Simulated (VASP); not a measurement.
Crystal: ZnO.

```xyz
4
Lattice="3.2493 0.0000 0.0000 -1.6247 2.8140 0.0000 0.0000 0.0000 5.2057" Properties=species:S:1:pos:R:3 pbc="T T T"
Zn    0.0000    1.8760    2.6029
Zn    1.6247    0.9380    0.0000
O     1.6247    0.9380    1.9730
O     0.0000    1.8760    4.5759
```

| Quantity | Value |
| --- | --- |
| Program | VASP 6.6.1 |
| Task | relaxation of cell and atoms |
| Functional | LDA |
| Potentials or basis | VASP PAW LDA potentials, release 64 (Zn, O) |
| Cutoff | 600 eV |
| k mesh | 9 × 9 × 5 |
| Occupations | gaussian, width 0.03 eV |
| Spin | no spin polarisation |

At the start: pressure -6.3 GPa; volume 11.90 Å³/atom.

Where does the relaxation end?

Over 11 steps the energy falls by 10.4 meV/atom and the volume is 11.40 Å³/atom (-4.2 %); space group P6_3mc (No. 186, to 0.05 Å).

The path:
```
step  energy change (eV)  largest force (eV/Å)  pressure (GPa)  volume (Å³)
   1              0.0000                0.0554           -6.25        47.60
   2             -0.0262                0.0408            4.43        44.47
   3             -0.0413                0.0024            0.05        45.61
   4             -0.0413                0.0043           -0.06        45.65
   5             -0.0414                0.0188           -0.27        45.66
   6             -0.0414                0.0185           -0.15        45.66
   7             -0.0415                0.0183            0.08        45.59
   8             -0.0415                0.0185            0.09        45.58
   9             -0.0416                0.0020            0.14        45.58
  10             -0.0416                0.0030            0.05        45.59
  11             -0.0416                0.0038            0.01        45.62
```

Final structure:
```
Zn O
1.0
     3.19394    0.00000    0.00000
    -1.59697    2.76603    0.00000
     0.00000    0.00000    5.16364
Zn O
2 2
Direct
  0.33333 0.66667 0.50035
  0.66667 0.33333 0.00035
  0.66667 0.33333 0.37866
  0.33333 0.66667 0.87866
```
